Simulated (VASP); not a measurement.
# FeGe: formation energy of interstitial Li, part 6 of 6

Aim: the formation energy and local structure of interstitial Li in FeGe. The start is a cell from a database of measured crystal structures.

VASP 6.6.1, plane waves and PAW; the level of theory is named at each step.

Still holding for the runs below: The magnetic state follows from one typed start and may not be the lowest.

So far. Step 7 (Reference Ge): The run ended after 3 ionic steps, 0.005 eV below its first step, once forces and stress met EDIFFG = -0.02. Step 7 (Reference Ge): Energy at zero smearing: -9.78392 eV.

The database entry behind the starting cell differs from later determinations by our own check (about 0.2 % short), so it need not match the best structure at ambient conditions.

### 8. Relaxing the defect (continued)

Level of this step: PBEsol, spin-polarised from a ferromagnetic start; plane waves and PAW (Ge, Fe, Li) (VASP).

OUTCAR, selected parts (step 8):

```text
   k-points           NKPTS =     14   k-points in BZ     NKDIM =     14   number of bands    NBANDS=    148

   NELECT =     193.0000    total number of electrons

 E-fermi :   7.4837

 spin component 1
 k-point     1 :       0.0000    0.0000    0.0000
  band No.  band energies     occupation
    ...
     98       7.3033      1.01169
     99       7.3033      1.01169
    100       7.4221      0.74748
    101       7.4221      0.74748
    102       7.4524      0.63068
    103       7.4866      0.48762
    104       7.4866      0.48761
    105       7.5540      0.22174
    106       7.8106     -0.02148
    107       7.8106     -0.02148
    ...

 k-point     2 :       0.2500    0.0000    0.0000
  band No.  band energies     occupation
    ...
    100       7.2279      1.03504
    101       7.2553      1.03428
    102       7.2978      1.01616
    103       7.3258      0.98730
    104       7.3831      0.87165
    105       7.6789     -0.02245
    106       7.8577     -0.01189
    107       7.9156     -0.00462
    108       7.9767     -0.00135
    109       8.0178     -0.00052
    ...

  Total       14.9886547     14.9886547     14.9886547      3.0818683     -3.0818683      3.0818683
  in kB       61.4926208     61.4926208     61.4926208     12.6437071    -12.6437071     12.6437071
  external PRESSURE =      61.4926208 kB  Pullay stress =       0.0000000 kB

 POSITION                                       TOTAL-FORCE (eV/Angst)
 -----------------------------------------------------------------------------------
      0.98932      1.80204      3.09285        -0.016015     -0.012096     -0.018906
      0.72295      1.55353      7.56479         0.016811     -0.009974      0.007747
      0.72553      6.16191      3.00819         0.002742     -0.000341      0.000071
      5.35370      1.55348      3.03211         0.005181     -0.011007      0.007427
      1.53864      3.01597      0.72561         0.007436     -0.000536      0.010393
      1.58868      3.02794      5.36833         0.000536      0.010393     -0.007436
     -3.04490      3.04490      5.34723        -0.002000      0.002000      0.002000
      1.57671     -1.53864      5.31830        -0.010393     -0.007436     -0.000536
      3.04740      0.70586      1.57680         0.000341      0.000071     -0.002742
     -1.55353      5.26247      1.57937         0.009974      0.007747     -0.016811
      3.05117      5.33443      1.55328         0.011007      0.007427     -0.005181
      7.40726      0.79052      1.31301         0.012096     -0.018906      0.016015
      3.89879      3.87912      3.85958        -0.000071     -0.002742     -0.000341
      3.81413      3.61533     -0.50029         0.018906      0.016015     -0.012096
      3.94683     -0.72295      3.85586        -0.007747     -0.016811     -0.009974
     -0.72978      3.85560      3.85581        -0.007427     -0.005181     -0.011007
      3.98907      2.88600      1.71847        -0.011928     -0.012126      0.013283
     -0.64985      7.47319      1.66472        -0.020444     -0.002512      0.001854
     -0.61919      2.93850      6.24642        -0.013591      0.014713      0.001201
     -0.62347      2.84219      1.68836         0.020650     -0.010772      0.004078
      3.04826      1.67075      4.04747         0.010313      0.001018      0.005362
      2.85951      1.55639     -0.63158        -0.005362     -0.010313      0.001018
      2.93390     -2.85951      3.85872        -0.001018      0.005362     -0.010313
     -1.69296      1.69296      3.99529        -0.004993      0.004993      0.004993
[...]
-----------------------------------------------------------------------------------
    total drift:                               -0.026211      0.025478      0.025266

  FREE ENERGIE OF THE ION-ELECTRON SYSTEM (eV)
  ---------------------------------------------------
  free  energy   TOTEN  =      -226.7486264085 eV

  energy  without entropy=     -226.7771108818  energy(sigma->0) =     -226.75812123

 magnetization (x)
# of ion       s       p       d       tot
------------------------------------------
    1       -0.007  -0.046  -0.005  -0.057
    2       -0.011  -0.049  -0.004  -0.063
    3       -0.011  -0.050  -0.004  -0.065
    4       -0.011  -0.047  -0.003  -0.061
    5       -0.011  -0.045  -0.004  -0.060
    6       -0.011  -0.045  -0.004  -0.060
    7       -0.012  -0.059  -0.005  -0.076
    8       -0.011  -0.045  -0.004  -0.060
    9       -0.011  -0.050  -0.004  -0.065
   10       -0.011  -0.049  -0.004  -0.063
   11       -0.011  -0.047  -0.003  -0.061
   12       -0.007  -0.046  -0.005  -0.057
   13       -0.011  -0.050  -0.004  -0.065
   14       -0.007  -0.046  -0.005  -0.057
   15       -0.011  -0.049  -0.004  -0.063
   16       -0.011  -0.047  -0.003  -0.061
   17       -0.001  -0.003   0.782   0.777
   18        0.001  -0.000   1.240   1.240
   19       -0.001  -0.002   1.085   1.082
   20       -0.001  -0.004   0.942   0.937
   21       -0.001  -0.004   1.011   1.006
   22       -0.001  -0.004   1.011   1.006
   23       -0.001  -0.004   1.011   1.006
[...]
--------------------------------------------------
tot         -0.174  -0.837  16.604  15.593

[... 5 parts as in an earlier step ...]

[... 17 further parts left out ...]
```

The run keeps the 3 symmetry operations of its start, so it cannot find a distortion of lower symmetry.

Relaxation path (22 of 23):

```
step  energy less that of the first step (eV)  largest force (eV/Å)
   1                                   0.0000                4.6869
   2                                  -1.9284                1.0927
   3                                  -1.9973                1.3636
   4                                  -2.2370                0.8660
   5                                  -2.3038                0.4925
   6                                  -2.4202                0.4584
   7                                  -2.4706                0.4339
   8                                  -2.5235                0.3368
   9                                  -2.5291                0.2914
  10                                  -2.5574                0.2582
  11                                  -2.5686                0.2180
  13                                  -2.5936                0.1343
  14                                  -2.6115                0.1041
  15                                  -2.6159                0.1273
  16                                  -2.6279                0.1349
  17                                  -2.6281                0.1488
  18                                  -2.6346                0.0889
  19                                  -2.6347                0.0732
  20                                  -2.6377                0.0423
  21                                  -2.6378                0.0504
  22                                  -2.6387                0.0329
  23                                  -2.6387                0.0276
```

The atoms that moved most (Å):

```
atom      dx      dy      dz  length
Li33  -0.306   0.306   0.306   0.531
Ge14  -0.061  -0.260   0.229   0.352
 Ge1   0.260   0.229   0.061   0.352
Ge12  -0.229   0.061  -0.260   0.352
Fe23   0.005   0.070  -0.119   0.138
Fe21   0.119  -0.005   0.070   0.138
Fe22  -0.070  -0.119  -0.005   0.138
Fe20   0.003  -0.087   0.013   0.088
```

The relaxed structure:

```xyz
33
Lattice="-4.6047 4.6047 4.6047 4.6047 -4.6047 4.6047 4.6047 4.6047 -4.6047" Properties=species:S:1:pos:R:3 pbc="T T T"
Ge    0.9893    1.8020    3.0928
Ge    5.3276   -3.0511    2.9601
Ge    5.3302    1.5573   -1.5965
Ge    5.3537    1.5535    3.0321
Ge    1.5386    3.0160    0.7256
Ge    1.5887    3.0279    5.3683
Ge   -3.0449    3.0449    5.3472
Ge    1.5767   -1.5386    5.3183
Ge    3.0474    0.7059    1.5768
Ge   -1.5535    5.2625    1.5794
Ge    3.0512    5.3344    1.5533
Ge    2.8026    5.3952   -3.2916
Ge    3.8988    3.8791    3.8596
Ge    3.8141    3.6153   -0.5003
Ge    3.9468   -0.7230    3.8559
Ge   -0.7298    3.8556    3.8558
Fe    3.9891    2.8860    1.7185
Fe    3.9548    2.8685   -2.9399
Fe    3.9855   -1.6661    1.6418
Fe   -0.6235    2.8422    1.6884
Fe    3.0483    1.6708    4.0475
Fe    2.8595    1.5564   -0.6316
Fe    2.9339   -2.8595    3.8587
Fe   -1.6930    1.6930    3.9953
Fe    1.7186    4.0208    2.9179
Fe    1.7625    3.9907   -1.6789
Fe    1.7361   -0.6376    2.9522
Fe   -2.9385    3.9441    2.9215
Fe    0.6376    0.6498    0.5662
Fe    0.6140    0.6235    5.1445
Fe    0.6606    5.2238    0.6362
Fe    5.1885    0.6156    0.5837
Li   -0.3064    0.3064    2.6087
```

Numbers from this step:

```yaml
electronic_cycles: 166
electrons: 193
free_energy_toten: -226.7486 eV
energy_at_zero_smearing: -226.7581 eV
fermi_energy: 7.484 eV
moment_of_the_cell_from_the_last_line_of_the_log: 15.31 μB
```

Spin moment in the PAW sphere by element, in μB:

```
element  atoms   mean  spread (r.m.s.)  least  largest
     Ge     16  -0.06             0.00  -0.08    -0.06
     Fe     16   1.04             0.19   0.78     1.50
     Li      1  -0.03             0.00  -0.03    -0.03
```

The atoms nearest the centre:

```
atom  distance (Å)  spin moment in the PAW sphere (μB)
Li33          0.53                               -0.03
Fe27          1.96                                1.24
Fe29          1.96                                1.24
Fe18          1.96                                1.24
 Ge1          2.20                               -0.06
Ge12          2.20                               -0.06
Ge14          2.20                               -0.06
 Ge7          2.70                               -0.08
Fe24          2.93                                1.50
Fe20          2.97                                0.94
Fe30          2.97                                0.94
Fe26          2.97                                0.94
 Ge3          3.21                               -0.07
 Ge9          3.21                               -0.07
```

Spin density in the ac plane at fractional y = 0.250, through the centre, with atoms of Ge and Fe and Li within 0.45 Å of it.

Values in e/Å³, 12 rows by 16 columns, each cell a mean:
```
0.0 0.0 0.0 0.0 0.0 0.0 0.0 0.0 0.2 1.0 0.8 0.1 0.0 0.0 0.0 0.0
0.0 0.0 0.0 0.0 0.0 0.0 0.0 0.0 0.0 0.0 0.0 0.0 0.0 0.0 0.0 0.0
0.0 0.0 0.0 0.0 0.0 0.0 0.0 0.0 0.0 0.0 0.0 0.0 0.0 0.0 0.0 0.0
0.0 0.0 0.0 0.0 0.0 0.0 0.0 0.0 0.0 0.0 0.1 0.1 0.0 0.0 0.0 0.0
0.0 0.0 0.0 0.0 0.0 0.0 0.0 0.0 0.0 0.0 0.0 0.0 0.0 0.0 0.0 0.0
0.1 0.7 0.7 0.1 0.0 0.0 0.0 0.0 0.0 0.0 0.0 0.0 0.0 0.0 0.0 0.0
0.3 1.0 0.6 0.0 0.0 0.0 0.0 0.0 0.0 0.0 0.0 0.0 0.0 0.0 0.0 0.0
0.1 0.1 0.0 0.0 0.0 0.0 0.0 0.0 0.0 0.0 0.0 0.0 0.0 0.0 0.0 0.0
0.0 0.0 0.0 0.0 0.0 0.0 0.0 0.0 0.0 0.0 0.0 0.0 0.0 0.0 0.0 0.0
0.0 0.0 0.1 0.1 0.0 0.0 0.0 0.0 0.0 0.0 0.0 0.0 0.0 0.0 0.0 0.0
0.0 0.0 0.0 0.0 0.0 0.0 0.0 0.0 0.0 0.1 0.2 0.1 0.0 0.0 0.0 0.0
0.0 0.0 0.0 0.0 0.0 0.0 0.0 0.0 0.1 1.0 1.5 0.3 0.0 0.0 0.0 0.0
```
Columns run along a (8.0 Å), rows up along c (8.0 Å). Atoms in or near the plane, at fractional coordinates: Ge at (0.41, 0.49), Ge at (0.91, 0.00), Fe at (0.10, 0.48), Fe at (0.62, 0.00), Li at (0.32, 0.00).

Valence density in the ac plane at fractional y = 0.250, through the centre, with atoms of Ge and Fe and Li within 0.45 Å of it. It is the smooth field of the valence electrons, not physical close to the nuclei.

Ten steps, logarithmic in the rise over the least value, from '0' (-0.1 e/Å³) to '9' (7.0 e/Å³), each cell a mean:
```
4333322223358986444224
4333333333346764444444
4443333333334443334444
4444444443333333333334
4444444443333334433334
4433444443333345543344
4333444433333456544444
3334444433334445443444
3345444444444444333333
4577644443344333333333
5899744420344333223333
6998644422443333333334
5786444444443333333334
4554334444444433444444
3333333333444444444443
3333443333444444444433
3334444333444444444333
3344543333433334444333
3344443333333344433333
4443333333334565433444
4433332222336887444433
4433322222348997544203
```
Columns run along a (8.0 Å), rows up along c (8.0 Å). Atoms in or near the plane, at fractional coordinates: Ge at (0.41, 0.49), Ge at (0.91, 0.00), Fe at (0.10, 0.48), Fe at (0.62, 0.00), Li at (0.32, 0.00).

The run ended after 23 ionic steps, 2.639 eV below its first step, once the forces on the free atoms met EDIFFG = -0.03.

After the relaxation Li lies 0.53 Å from the centre of its site, and its nearest atoms are 3 Ge and 3 Fe at 2.04 to 2.28 Å.

### 9. Putting the energies together

This step: point defect, PBEsol; plane waves and PAW (VASP 6.6.1).

No new run; the numbers come from the runs before.

Numbers from this step:

| Quantity | Value |
| --- | --- |
| formation energy of the neutral defect | 2.883 eV |
| host formation enthalpy | -0.2053 eV/atom |

Formation energy:

```
formation energy (eV)  largest move (Å)
                2.883            0.5306
```

The formation energy is the energy of the relaxed defect cell less that of the perfect cell, with each removed atom booked to its reference and each added atom taken from it.

References, in eV an atom: Li -1.961 (crystal Im-3m), Fe -8.927 (crystal Im-3m) and Ge -4.892 (crystal Fd-3m). They were run at the supercell's cutoff and functional, without U, and count both elements from their own phases.

### 10. What came out

- formation energy at charge 0: 2.883 eV
- host formation enthalpy: -0.205 eV/atom

In words: Interstitial Li costs 2.88 eV at the one site run, which need not be the lowest, with every exchanged atom at the energy of its element. After the relaxation Li lies 0.53 Å from the centre of its site, and its nearest atoms are 3 Ge and 3 Fe at 2.04 to 2.28 Å. With metallic smearing the value can move by tenths of an eV with the k mesh. The supercell of 32 atoms is small, so interactions between images remain.

[Lines on the potential files, build, host, timing and source positions are cut from VASP's logs without a mark.]

[Logs are printed without paths, hosts, clocks, repeated set-up lines and the standing remarks that a program may print on its own settings, such as how far it seeks lower states.]

[Hosts, paths, dates, database ids (printed as entryN), source tags and the programs' standing remarks are cut or masked in the printed files.]

[In band tables of VASP the shares of atoms and orbitals are scaled to a sum of 1 inside the atoms' spheres.]

[Runs that stopped without an error message from VASP are left out.]
